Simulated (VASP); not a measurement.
An input for Quantum ESPRESSO's pw.x (written as the equivalent of a VASP run, and not itself run):

```
&CONTROL
  calculation = 'scf'
  pseudo_dir = './pseudo'
  outdir = './out'
  tprnfor = .true.
  tstress = .true.
/
&SYSTEM
  ibrav = 0
  nat = 4
  ntyp = 2
  ecutwfc = 88
  occupations = 'smearing'
  smearing = 'gaussian'
  degauss = 0.009996
  input_dft = 'pbesol'
  noncolin = .true.
  lspinorb = .true.
/
&ELECTRONS
  conv_thr = 7.3e-08
  electron_maxstep = 100
/
ATOMIC_SPECIES
  Rh 102.906 Rh.upf
  Zr 91.224 Zr.upf
CELL_PARAMETERS angstrom
     3.8870000    0.0000000    0.0000000
     0.0000000    3.8870000    0.0000000
     0.0000000    0.0000000    3.8870000
ATOMIC_POSITIONS crystal
  Rh   0.0000000  0.5000000  0.5000000
  Rh   0.5000000  0.0000000  0.5000000
  Rh   0.5000000  0.5000000  0.0000000
  Zr   0.0000000  0.0000000  0.0000000
K_POINTS automatic
  9 9 9 0 0 0
```

Write the VASP files for the same calculation (PBEsol+SOC).

One answer among several that fit: 
File POSCAR:
```
ZrRh3
3.8870
  1.0000000000   0.0000000000   0.0000000000
  0.0000000000   1.0000000000   0.0000000000
  0.0000000000   0.0000000000   1.0000000000
Rh Zr
3 1
direct
  0.0000000000   0.5000000000   0.5000000000
  0.5000000000   0.0000000000   0.5000000000
  0.5000000000   0.5000000000   0.0000000000
  0.0000000000   0.0000000000   0.0000000000
```

### KPOINTS
```
Regular mesh
0
Gamma
9 9 9
0 0 0
```

### INCAR
```
ALGO  =  Normal
EDIFF  =  1E-6
ENCUT  =  300
GGA  =  PS
GGA_COMPAT  =  .False.
ISIF  =  2
ISMEAR  =  0
LASPH  =  .True.
LCHARG  =  .False.
LMAXMIX  =  4
LNONCOLLINEAR  =  .True.
LORBIT  =  11
LREAL  =  .False.
LSORBIT  =  .True.
LWAVE  =  .False.
MAGMOM  =  12*0.0
NELM  =  100
PREC  =  Accurate
SIGMA  =  0.136
SYSTEM  =  ZrRh3
```

POTCAR, in this order: Rh_pv Zr_sv (PBE.64 set). Program: vasp_ncl.

Limits of the translation: the potentials are each code's own (VASP's PAW set, PseudoDojo norm-conserving files, fully relativistic, in pw.x), so ENCUT and ecutwfc are chosen apart and not converted; conv_thr bounds pw.x's estimated SCF error, while EDIFF bounds the energy change between steps.

The structure comes from a measured ZrRh3 entry of the Crystallography Open Database, whose conditions weren't checked. The cell was not relaxed at this level. The run is one of a series of settings (GGA_COMPAT = .FALSE., LNONCOLLINEAR = .TRUE., LSORBIT = .TRUE., MAGMOM = 0.0 0.0 0.0 0.0 0.0 0.0 0.0 0.0 0.0 0.0 0.0 0.0, program vasp_ncl against the base run), some of them coarse on purpose.
